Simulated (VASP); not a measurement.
Write the native input for VASP 6.6.1 that does the following.

* Task: single point
* Functional: PBEsol
* Potentials or basis: VASP PAW PBE potentials, release 64 (W_sv, C)
* Cutoff: 520 eV
* k mesh: 14 × 13 × 21
* Occupations: methfessel-paxton, width 0.1 eV
* Spin: no spin polarisation
* Further INCAR settings: ALGO = Normal; EDIFF = 1e-06

The structure of WC lies in POSCAR:

```
WC
1.0
    2.8306120000      0.0000000000      0.0000000000
    0.0000000000      2.9010186200      0.0000000000
    0.0000000000     -1.4505091900      2.5123563300
W C
1 1
Direct
    0.0000000000      0.0000000000      0.0000000000
    0.5000000000      0.3333330000      0.6666670000
```

One way to write it, as run:

INCAR

```
PREC     = Accurate       # precision mode
ENCUT    = 520            # plane-wave cutoff, eV
EDIFF    = 1E-6           # SCF threshold, eV
ISMEAR   = 1              # smearing method
SIGMA    = 0.1            # smearing width, eV
LREAL    = F              # projectors in reciprocal space
LASPH    = T              # aspherical terms in the spheres
NELM     = 80             # most SCF steps
ALGO     = Normal         # electronic algorithm
ISIF     = 2              # what is computed and relaxed
LWAVE    = F              # write WAVECAR
LCHARG   = F              # write CHGCAR
GGA      = PS             # functional
ICORELEVEL= 1
```

KPOINTS

```
Automatic mesh
0
Gamma
  14 13 21
```

Potentials or basis: VASP PAW PBE potentials, release 64 (W_sv, C).

Run with:

```console
$ cat potpaw_PBE.64/W_sv/POTCAR potpaw_PBE.64/C/POTCAR > POTCAR
$ mpirun -np 1 vasp_std > vasp.out
```

Results of the run:

The pressure is 0.1 GPa and the band gap on the k mesh is none (metal or under the smearing width).

Caveat: the PAW data sets were made with another functional, which shifts forces and pressure a little.

It took 99 s on 1 thread of Intel(R) Xeon(R) Platinum 8488C (Sapphire Rapids), with other jobs on the host, peak memory 0.42 GiB.
